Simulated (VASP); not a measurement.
OSZICAR of a VASP run on Se (trig):

**OSZICAR**
```
       N       E                     dE             d eps       ncg     rms          rms(c)
DAV:   1     0.678948485030E+02    0.67895E+02   -0.51205E+03  7332   0.308E+02
DAV:   2    -0.695707805790E+01   -0.74852E+02   -0.70263E+02  9112   0.839E+01
DAV:   3    -0.105761162683E+02   -0.36190E+01   -0.35779E+01  9169   0.177E+01
DAV:   4    -0.105940057532E+02   -0.17889E-01   -0.17887E-01  8617   0.136E+00
DAV:   5    -0.105940753841E+02   -0.69631E-04   -0.69630E-04  9043   0.863E-02    0.646E+00
DAV:   6    -0.105313471051E+02    0.62728E-01   -0.18620E-02  8562   0.491E-01    0.396E+00
DAV:   7    -0.105101766082E+02    0.21170E-01   -0.50563E-02  8774   0.703E-01    0.198E-01
DAV:   8    -0.105097807249E+02    0.39588E-03   -0.49123E-03  8501   0.226E-01    0.831E-02
DAV:   9    -0.105098967745E+02   -0.11605E-03   -0.18666E-04  9184   0.394E-02    0.327E-02
DAV:  10    -0.105099393859E+02   -0.42611E-04   -0.32762E-05  8643   0.175E-02    0.666E-03
DAV:  11    -0.105099410814E+02   -0.16955E-05   -0.18243E-06  9349   0.444E-03    0.252E-03
DAV:  12    -0.105099415764E+02   -0.49505E-06   -0.63091E-07  8619   0.230E-03    0.713E-04
DAV:  13    -0.105099415224E+02    0.54081E-07   -0.47114E-08  8547   0.656E-04
   1 F= -.10509942E+02 E0= -.10509942E+02  d E =-.834967E-17
 imaginary and real dielectric function
```

Task: Which electronic solver shows in the log?

Result: It is blocked Davidson (ALGO = Normal, or the opening steps of other solvers). The INCAR had ALGO = Normal.

Task: Can the final energy be trusted as converged?

Result: The calculation finished and met its thresholds. It stopped with EDIFF = 1E-7, NELM = 100 (PBE GGA, plane waves, VASP's PBE PAW potentials (set 64)). The dielectric response may not be converged in the k-mesh; for small gaps it tends to come out too large. Without a dispersion term in the relaxation, distances and binding between the weakly bound layers, chains or molecules are unreliable, and so is what depends on them.

The compound is Se in the trig structure. It was relaxed first, which changed the volume by +7 %.
